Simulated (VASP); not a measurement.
An input for Ansatz (written as the equivalent of a VASP run, and not itself run):

Ansatz 0.2 input:
```yaml
crystal:
  lattice:
    - [0.0000000, 2.0168441, 2.0168441]
    - [2.0168441, 0.0000000, 2.0168441]
    - [8.0424497, 8.0424497, 0.0249266]
  atoms:
    - { symbol: Pd, position: [0.0000000, 0.0000000, 1.0000000] }
    - { symbol: Au, position: [0.0096018, 0.0096018, 0.2427986] }
    - { symbol: Au, position: [0.0000000, 0.0000000, 0.5000000] }
    - { symbol: Au, position: [0.9903982, 0.9903982, 0.7572014] }
kpoints:
  mp_grid: { grid: [15, 15, 4] }
hamiltonian:
  xc: pbesol
  pseudopotentials: { kind: paw }
scf:
  occupations: { method: tetrahedron }
  max_iter: 100
output: { forces: true, stress: true, eigenvalues: true }
```

Write the VASP files for the same calculation (PBEsol).

This is not unique; one that fits is 
### POSCAR
```
Au3Pd
2.8522480
  0.0000000000   0.7071068366   0.7071068366
  0.7071068366   0.0000000000   0.7071068366
  2.8196880817   2.8196880817   0.0087392649
Pd Au
1 3
Cartesian
  2.8196880817   2.8196880817   0.0087392649
  0.6914059387   0.6914059387   0.0157008978
  1.4098440409   1.4098440409   0.0043696324
  2.8353889796   2.8353889796   1.4072520403
```

INCAR:
```
SYSTEM=Au3Pd
PREC=Accurate; ENCUT=400; LREAL=.FALSE.
LASPH=.TRUE.
EDIFF=1E-7; NELM=100; ALGO=Normal
LMAXMIX=6
ISMEAR=-5
GGA=PS
ISIF=2
LWAVE=.FALSE.; LCHARG=.TRUE.; LORBIT=11
NEDOS=601
```

**KPOINTS**
```
Automatic mesh
0
Gamma
15 15 4
0 0 0
```

POTCAR, in this order: Pd Au (PBE.64 set). Program: vasp_std.

Limits of the translation: each code has its own PAW files, so the cut-off isn't converted (ENCUT is set for VASP's; basis.ecutwfc is left out, and Ansatz then takes the one that its files recommend); Ansatz stops its SCF on the density residual and VASP on the energy change (EDIFF).

The structure was generated: Au3Pd was put into an ordered model structure (R-3m), which need not be its known phase. It was relaxed first.
